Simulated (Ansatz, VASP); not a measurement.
# Ni: VASP beside Ansatz

Wanted: the spread between two codes on one cell, functional and k mesh. The structure shown is frame 250 of Ansatz's trajectory.

Calculated with Ansatz 0.2.0; plane waves, with VASP 6.6.1 beside it; single point at LDA.

### 1. Set-up

The cell holds 48 atoms: 48 Ni. Cell: a = 8.177 Å, b = 8.177 Å, c = 8.177 Å, α = 90.0°, β = 90.0°, γ = 90.0°. As first built, before any earlier steps moved the atoms (in the runner's words): 48 atoms (48 Ni) placed at random at 7.81 g/cm^3, melted at 2482.2 K for 5 ps at fixed volume with the EAM universal-3 functions (Foiles, Baskes and Daw, Phys. Rev. B 33, 7983 (1986)). Snapshot at the end of a hold of 8 ps at 1773 K and fixed volume.

### 2. Ansatz: dynamics, LDA

Ansatz runs on its default PAW (the set named soft_2) files.

One frame of this run of dynamics is then solved in both programs, so the motion causes no difference.

Input file input.yaml:

```yaml
crystal:
  lattice:
    - [8.4296, 0.0, 0.0]
    - [0.0, 8.4296, 0.0]
    - [0.0, 0.0, 8.4296]
  atoms:
    - { symbol: Ni, position: [0.29821, 0.06855, 0.63606] }
    - { symbol: Ni, position: [0.05251, 0.48348, 0.88573] }
    - { symbol: Ni, position: [0.75894, 0.16467, 0.60914] }
    - { symbol: Ni, position: [0.04189, 0.61724, 0.65296] }
    - { symbol: Ni, position: [0.95034, 0.18717, 0.83393] }
    - { symbol: Ni, position: [0.22726, 0.08712, 0.9378] }
    - { symbol: Ni, position: [0.44662, 0.63001, 0.16444] }
    - { symbol: Ni, position: [0.20128, 0.30267, 0.78335] }
    - { symbol: Ni, position: [0.83018, 0.88988, 0.57862] }
    - { symbol: Ni, position: [0.54534, 0.37657, 0.70742] }
    - { symbol: Ni, position: [0.69842, 0.95736, 0.82535] }
    - { symbol: Ni, position: [0.36192, 0.35897, 0.03718] }
    - { symbol: Ni, position: [0.94989, 0.23804, 0.09322] }
    - { symbol: Ni, position: [0.66967, 0.11648, 0.05885] }
    - { symbol: Ni, position: [0.07464, 0.88932, 0.47013] }
    - { symbol: Ni, position: [0.54016, 0.92, 0.59077] }
    - { symbol: Ni, position: [0.05096, 0.40201, 0.46857] }
    - { symbol: Ni, position: [0.02428, 0.14297, 0.51346] }
    - { symbol: Ni, position: [0.03276, 0.93007, 0.77458] }
    - { symbol: Ni, position: [0.84935, 0.71517, 0.86908] }
    - { symbol: Ni, position: [0.56544, 0.48888, 0.43263] }
    - { symbol: Ni, position: [0.27375, 0.27952, 0.35562] }
    - { symbol: Ni, position: [0.58724, 0.82148, 0.33818] }
    - { symbol: Ni, position: [0.33021, 0.96265, 0.39647] }
    - { symbol: Ni, position: [0.12672, 0.50944, 0.14439] }
    - { symbol: Ni, position: [0.85748, 0.52726, 0.10061] }
    - { symbol: Ni, position: [0.00518, 0.76858, 0.2253] }
    - { symbol: Ni, position: [0.62331, 0.41357, 0.17438] }
    - { symbol: Ni, position: [0.44244, 0.11786, 0.15648] }
    - { symbol: Ni, position: [0.62224, 0.67391, 0.66288] }
    - { symbol: Ni, position: [0.72568, 0.77802, 0.11446] }
    - { symbol: Ni, position: [0.42901, 0.81787, 0.85433] }
    - { symbol: Ni, position: [0.12719, 0.74531, 0.98321] }
    - { symbol: Ni, position: [0.29676, 0.77461, 0.63677] }
    - { symbol: Ni, position: [0.1307, 0.07591, 0.20601] }
    - { symbol: Ni, position: [0.89847, 0.95543, 0.01714] }
    - { symbol: Ni, position: [0.34437, 0.86627, 0.12621] }
    - { symbol: Ni, position: [0.7385, 0.30423, 0.89872] }
    - { symbol: Ni, position: [0.33288, 0.54931, 0.82203] }
    - { symbol: Ni, position: [0.85785, 0.58802, 0.42889] }
    - { symbol: Ni, position: [0.85434, 0.44079, 0.72418] }
    - { symbol: Ni, position: [0.31722, 0.47272, 0.5733] }
    - { symbol: Ni, position: [0.83736, 0.03154, 0.28842] }
    - { symbol: Ni, position: [0.49769, 0.12987, 0.85335] }
    - { symbol: Ni, position: [0.60443, 0.56107, 0.92768] }
    - { symbol: Ni, position: [0.80123, 0.30414, 0.37743] }
    - { symbol: Ni, position: [0.56145, 0.17433, 0.41189] }
    - { symbol: Ni, position: [0.25989, 0.66829, 0.38179] }
kpoints:
  mp_grid: { grid: [1, 1, 1] }
hamiltonian:
  xc: lda
scf:
  occupations: { method: fermi_dirac, width: 0.153 }
output:
  forces: true
  stress: true
md:
  timestep: 4.0
  n_steps: 750
  ensemble: npt_langevin
  temperature: 1773
  initial_velocities: maxwell_boltzmann
  seed: 5
  pressure: 0
```

Run with:

```bash
ansatz run input.yaml --threads 4 --pin off --max-ram 15360MiB --backend cpu --events-out ev --progress --plain --runs-dir out
```

Numbers of over 12 decimals in the logs are rounded to 6 here.

Output:

```text
Warning: md: disabling space-group detection — thermal motion breaks the input geometry's symmetry, so no spatial operation reduces the k-mesh or symmetrises the density; time reversal is kept, so that k and −k are solved as one point where they differ and the mesh holds both, and exact exchange and, on two spinor components, a DFT+U term hold to it where the run has them: on two components no moment then forms, and  [...]
band count auto-derived: 526 (N_el = 864.0; filled up to band 432; 519 by the electrons, moments and atoms)
Engine: ansatz 0.2.0, aarch64-unknown-linux-gnu
Pseudopotentials: kind: paw
Pseudopotential: Ni, paw, valence charge 18, recommended cutoff 420 eV (normal), Ni.paw.azcp
Functional definition: SPW92
  exchange = slater_x
  correlation = pw_c
Crystal: 48 atoms, lattice volume = 598.992 Å³
Basis set: ecut = 420 eV (smoothed over ±4.9 %; plane waves to 444.9 eV, density to 1779.8 eV), 12893 PW (Γ)
Bands: 526, of which v1, the nominal top of the filled ones, is band 432 counted from 1 (431 counted from 0)
Symmetry: 1 space group operations
k-points: 1
Non-local potential: Ni, projectors of the file, l = 0: 3, l = 1: 2, l = 2: 3, l = 3: 1
PAW form: soft (Blöchl's): semilocal exchange-correlation on the pseudo side does not see the compensation charge
PAW frozen core: Ni, regenerated for the run's functional, and the local potential with it (the file was generated under x = pbe(κ = 0.804, μ = 0.219515), c = pbe(β = 0.066725))
PAW one-centre angular grid: Ni, 590 points (default); XC on 64 Gauss nodes
Initial density: superposition of atomic densities (neutral atoms: chi_scale 0, normalization atom), corrected by the library's trained network
Initial wavefunctions: pseudopotential atomic-orbital guess
Functional: x = slater, c = lda
SCF iter   1: F=—  HF=-277100.530871 eV  |F-HF|=—  |Δ(HF+E_count)|=         —  Δρ=3.14e-2  dr2=3.29e0  ethr=1.77e-3  ⟨swp⟩=5.0  Hψ=2009  notcnv=0  defer=45
preconditioner: auto → Kerker (q_TF=auto, 2.900 Å⁻¹)  [metal: Δε(μ)=0.014 eV  Ē_g=7.148 eV  σ=0.153 eV  W_gap=0.02  n_scr=250 (ndim 8)  ℏωp=33.2 eV  f_vac=0.000  D(μ)=123.38/eV (n_scr^D=2324)]
SCF iter   2: F=—  HF=-277100.089063 eV  |F-HF|=—  |Δ(HF+E_count)|=   4.42e-1  Δρ=9.14e-3  dr2=4.04e-1  ethr=3.80e-4  ⟨swp⟩=2.0  Hψ=1086  notcnv=0  defer=45
SCF iter   3: F=—  HF=-277100.054735 eV  |F-HF|=—  |Δ(HF+E_count)|=   3.43e-2  Δρ=2.98e-3  dr2=5.98e-2  ethr=4.68e-5  ⟨swp⟩=1.0  Hψ=481  notcnv=0  defer=45
SCF iter   4: F=—  HF=-277100.049677 eV  |F-HF|=—  |Δ(HF+E_count)|=   5.06e-3  Δρ=5.00e-4  dr2=3.33e-3  ethr=6.92e-6  ⟨swp⟩=1.0  Hψ=481  notcnv=0  defer=45
SCF iter   5: F=—  HF=-277100.050112 eV  |F-HF|=—  |Δ(HF+E_count)|=   4.35e-4  Δρ=3.72e-4  dr2=7.19e-4  ethr=3.86e-7  ⟨swp⟩=2.0  Hψ=580  notcnv=0  defer=45
SCF iter   6: F=—  HF=-277100.049969 eV  |F-HF|=—  |Δ(HF+E_count)|=   1.43e-4  Δρ=1.45e-4  dr2=1.14e-4  ethr=8.32e-8  ⟨swp⟩=2.0  Hψ=794  notcnv=0  defer=45
SCF iter   7: F=—  HF=-277100.049736 eV  |F-HF|=—  |Δ(HF+E_count)|=   2.33e-4  Δρ=5.87e-5  dr2=2.36e-5  ethr=1.32e-8  ⟨swp⟩=2.0  Hψ=484  notcnv=0  defer=45
SCF iter   8: F=—  HF=-277100.049601 eV  |F-HF|=—  |Δ(HF+E_count)|=   1.35e-4  Δρ=2.52e-5  dr2=3.35e-6  ethr=2.73e-9  ⟨swp⟩=2.0  Hψ=493  notcnv=0  defer=45
SCF iter   9: F=—  HF=-277100.049601 eV  |F-HF|=—  |Δ(HF+E_count)|=   3.31e-7  Δρ=9.29e-6  dr2=5.64e-7  ethr=3.88e-10  ⟨swp⟩=2.0  Hψ=745  notcnv=0  defer=45
SCF iter  10: F=—  HF=-277100.049601 eV  |F-HF|=—  |Δ(HF+E_count)|=   3.71e-8  Δρ=5.79e-6  dr2=1.11e-7  ethr=6.53e-11  ⟨swp⟩=2.0  Hψ=790  notcnv=0  defer=45
SCF iter  11: F=-277100.049601 eV  HF=-277100.049601 eV  |F-HF|=1.02e-8  |Δ(HF+E_count)|=   1.43e-8  Δρ=1.39e-6  dr2=1.24e-8  ethr=5.56e-12  ⟨swp⟩=4.0  Hψ=1617  notcnv=0
SCF 1 converged in 11 iterations: F = -277100.049601 eV  dr2 = 1.24e-8
  greatest PAW one-centre occupation: 1.002 electrons in one spin orbital (limit 2), on the Ni atom at site 40 (counted from 0), in its partial waves of l = 1
md step     0: t =     0.00 fs  T =  1736.1 K  F+E_penalty+E_count = -277100.04960084 eV  E_kin = 10.771365 eV  conserved = -277090.25533587 eV  P_inst = -16.6062 GPa  V = 598.9918 Å³  selection 1  (11 SCF iters)
[...]
md step   742: t =  2968.00 fs  T =  1741.3 K  F+E_penalty+E_count = -277099.72318365 eV  E_kin = 10.803825 eV  conserved = -277090.30292644 eV  P_inst = -1.4423 GPa  V = 561.7023 Å³  selection 2  (9 SCF iters)
[...]
md step   744: t =  2976.00 fs  T =  1731.8 K  F+E_penalty+E_count = -277100.46748350 eV  E_kin = 10.745211 eV  conserved = -277090.31561741 eV  P_inst = -2.3145 GPa  V = 561.5388 Å³  selection 2  (9 SCF iters)
[...]
md step   746: t =  2984.00 fs  T =  1752.6 K  F+E_penalty+E_count = -277101.32723366 eV  E_kin = 10.874268 eV  conserved = -277090.33396357 eV  P_inst = -3.5917 GPa  V = 561.4784 Å³  selection 2  (9 SCF iters)
[...]
md step   748: t =  2992.00 fs  T =  1632.3 K  F+E_penalty+E_count = -277101.69221876 eV  E_kin = 10.127487 eV  conserved = -277090.31513101 eV  P_inst = -4.9170 GPa  V = 561.7344 Å³  selection 2  (9 SCF iters)
[...]
md step   750: t =  3000.00 fs  T =  1687.6 K  F+E_penalty+E_count = -277101.66454488 eV  E_kin = 10.470374 eV  conserved = -277090.31390490 eV  P_inst = -5.4855 GPa  V = 562.2116 Å³  selection 2  (11 SCF iters)
Basis set: ecut = 420 eV, 11067 PW (Γ)
Initial wavefunctions: pseudopotential atomic-orbital guess (no wavefunctions were taken with the density)
iter 1 solved again at ethr=5.58e-8 eV; its pass at ethr=3.10e-3 eV (dr2=4.82e-4 eV) is discarded
SCF iter   1: F=—  HF=-277101.666922 eV  |F-HF|=—  |Δ(HF+E_count)|=         —  Δρ=2.26e-5  dr2=9.06e-7  ethr=5.58e-8  ⟨swp⟩=4.0  Hψ=3077  notcnv=0
preconditioner: auto → Kerker (q_TF=auto, 2.931 Å⁻¹)  [metal: Δε(μ)=0.020 eV  Ē_g=7.622 eV  σ=0.153 eV  W_gap=0.03  n_scr=250 (ndim 8)  ℏωp=34.3 eV  f_vac=0.000  D(μ)=119.82/eV (n_scr^D=2300)]
SCF iter   2: F=—  HF=-277101.668236 eV  |F-HF|=—  |Δ(HF+E_count)|=   1.31e-3  Δρ=3.30e-5  dr2=3.02e-6  ethr=1.05e-10  ⟨swp⟩=4.0  Hψ=1485  notcnv=0
SCF iter   3: F=—  HF=-277101.668235 eV  |F-HF|=—  |Δ(HF+E_count)|=   8.22e-7  Δρ=6.55e-6  dr2=8.13e-8  ethr=1.05e-10  ⟨swp⟩=2.0  Hψ=765  notcnv=0
iter 4 did not close the SCF: its close was put off for the readings that it lacked (scf_convergence_deferred on its scf_iter line)
SCF iter   4: F=-277101.668235 eV  HF=-277101.668235 eV  |F-HF|=1.66e-8  |Δ(HF+E_count)|=   9.14e-8  Δρ=1.01e-6  dr2=2.91e-9  ethr=9.41e-12  ⟨swp⟩=2.0  Hψ=977  notcnv=0
iter 5 did not close the SCF: its close was put off for the readings that it lacked (scf_convergence_deferred on its scf_iter line)
SCF iter   5: F=-277101.668235 eV  HF=-277101.668235 eV  |F-HF|=8.15e-10  |Δ(HF+E_count)|=   2.37e-8  Δρ=5.01e-7  dr2=1.10e-9  ethr=1.00e-12  ⟨swp⟩=2.0  Hψ=975  notcnv=0
SCF iter   6: F=-277101.668235 eV  HF=-277101.668235 eV  |F-HF|=1.16e-10  |Δ(HF+E_count)|=    0.00e0  Δρ=1.50e-7  dr2=2.25e-10  ethr=1.00e-12  ⟨swp⟩=2.0  Hψ=1100  notcnv=0
SCF 752 converged in 6 iterations: F = -277101.668235 eV  dr2 = 2.25e-10
SCF converged after 6 iterations
Free energy (F): -277101.668235 eV
Harris-Foulkes:  -277101.668235 eV  (|F-HF|=1.16e-10)
Internal energy: -277092.797279 eV  (E = F + TS)
E sigma→0 (E₀):  -277097.232757 eV
Entropy (-TS):   -8.870957 eV (-184.812 meV/atom)
Fermi energy:    15.992735 eV
--- Per-component energies (eV) ---
  E_band       = -15182.691145
  E_kinetic    = 13594.068074
  E_local      = -177977.553011  (includes V_loc(G=0)·N_el)
  E_nonlocal   = 30714.323601
  E_hartree    = 74500.581460
  E_xc         = -4042.592755
  E_vxc        = -5232.934966  (∫ρ·V_xc dr)
  E_paw        = -75059.737108  (= ΣΔE_a)
  E_vpaw       = -25281.778956  (= ΣTr[D̂ρ^β])
  E_aug_tail   = 0.021586  (compensation charges beyond the density's cutoff)
  E_ewald      = -138842.746908
  E_core_change = 20.837782  (= ΣΔE_core)
  E_smearing   = -8.870957  (= −TS)
  E_closure    = -0.000000  (closes the sum)
  Σ components = -277101.668235   (vs F -277101.668235, Δ=0.00e0)
--- Forces (eV/Å), atoms counted from 1 ---
  atom   1  Ni     1.17350513     0.45208231    -0.60504278
  atom   2  Ni    -1.40724435     0.87976372     1.08243739
  atom   3  Ni    -0.01177714    -0.55052932     0.61014891
  atom   4  Ni    -1.57423570     0.17795974    -0.24202926
  atom   5  Ni    -0.23645895    -0.11902927     0.03262902
  atom   6  Ni     2.27170375     1.94826105     3.35971734
  atom   7  Ni     0.58364042     1.67128506     1.09410859
  atom   8  Ni    -0.27141042     0.46505203    -0.43151583
  atom   9  Ni    -0.53415035     0.13070686    -0.06869135
  atom  10  Ni     0.42722910     0.06708072    -0.26406659
  atom  11  Ni    -0.43663872    -1.18614630    -2.74674339
  atom  12  Ni    -1.52047121    -0.08551203    -0.34747144
  atom  13  Ni     0.52489965     1.37856043     1.85495899
  atom  14  Ni    -2.38770991     0.72388557     0.68567281
  atom  15  Ni     0.27861980     0.15576089     0.21107097
  atom  16  Ni     2.46443521    -0.06988583    -0.68026368
  atom  17  Ni    -2.86214646    -2.37118716     0.79135804
  atom  18  Ni    -0.37546708    -1.04688835     0.31118734
  atom  19  Ni    -1.67520651     0.16274843     1.59656222
  atom  20  Ni     0.31781405    -0.40058713     0.62017484
  atom  21  Ni    -0.35830369     0.02558400    -0.50280974
  atom  22  Ni     0.45427010     3.87643904    -1.03729681
  atom  23  Ni     2.68719584     1.27431745     0.00838545
  atom  24  Ni     1.04559681    -0.93619395    -0.27976118
[...]
atom  41  Ni    -0.70906547    -0.49069480    -2.38832901
  atom  42  Ni     0.13756198    -0.12175939    -0.54446188
  atom  43  Ni     0.18149532    -1.49433743    -1.03755846
  atom  44  Ni     0.62288469    -2.40157372    -1.49767604
  atom  45  Ni     0.70078515     0.70188762     0.57501061
  atom  46  Ni    -0.44127405     0.05473230     2.07270863
  atom  47  Ni    -1.38165183     1.91225479     0.14739090
  atom  48  Ni     0.84206685     0.32595925     0.10888301
  max |Σ_I F_I| component: 3.69e-6 eV/Å
--- Stress (GPa, compression-positive) ---
       -6.137793      -0.156427      -0.546423
       -0.156427      -8.906705       1.093819
       -0.546423       1.093819      -7.387375
  P = ⅓ Tr σ = -7.4773 GPa (-74.773 kbar)
--- MD trajectory: 750 steps, t = 0.0 → 3000.0 fs ---
  final state: T = 1687.6 K   F+E_penalty+E_count = -277101.66454488 eV   E_kin = 10.470374 eV
  conserved energy: peak-to-peak 1.100e-1 eV (2.291e-3 eV/atom) at the most on one of 2 selections of grids, which stood over 2828.0 fs
  cell: V = 562.2116 Å³ at the end; means of 751 rows, the approach among them: V = 544.7749 Å³, P_inst = 0.2166 GPa
  mean static stress (GPa): xx -1.8791  yy -1.5225  zz -2.4822  yz -0.4162  xz -0.7095  xy -0.2778
  the result is of one more SCF, on plane waves selected at the last cell: its energy does not rank with the rows'
```

In the SCF lines HF is the Harris–Foulkes energy and dr2 the Hartree energy of the density residual, in eV; the loop may stop once dr2 is under the threshold and the program's other checks hold. Hψ counts applications of the Hamiltonian.

[end of part 1 of 2]

[Lines on the potential files, build, host, timing and source positions are cut from VASP's logs without a mark.]

[Logs are printed without paths, hosts, clocks, repeated set-up lines and the standing remarks that a program may print on its own settings, such as how far it seeks lower states.]

[Hosts, paths, dates, database ids (printed as entryN), source tags and the programs' standing remarks are cut or masked in the printed files.]
